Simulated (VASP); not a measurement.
Consider the following.

```
SrTe
1.0
    0.00000     3.36179     3.36179
    3.36179     0.00000     3.36179
    3.36179     3.36179     0.00000
Sr Te
1 1
Direct
  0.00000   0.00000   0.00000
  0.50000   0.50000   0.50000
```

Level of theory: PBE GGA, VASP's PBE PAW potentials (set 64) (plane waves; VASP). Numerical set-up: 500 eV cut-off, 7×7×7 Γ-centred mesh, Gaussian smearing of 0.050 eV, potentials Sr_sv Te.

Question: Predict the energy per atom (σ→0).

Answer: 
- energy per atom (σ→0) = -4.134 eV/atom

Total energies compare only between runs with the same potentials, cut-off and functional.

The compound is SrTe in the rock salt structure. It was relaxed first.
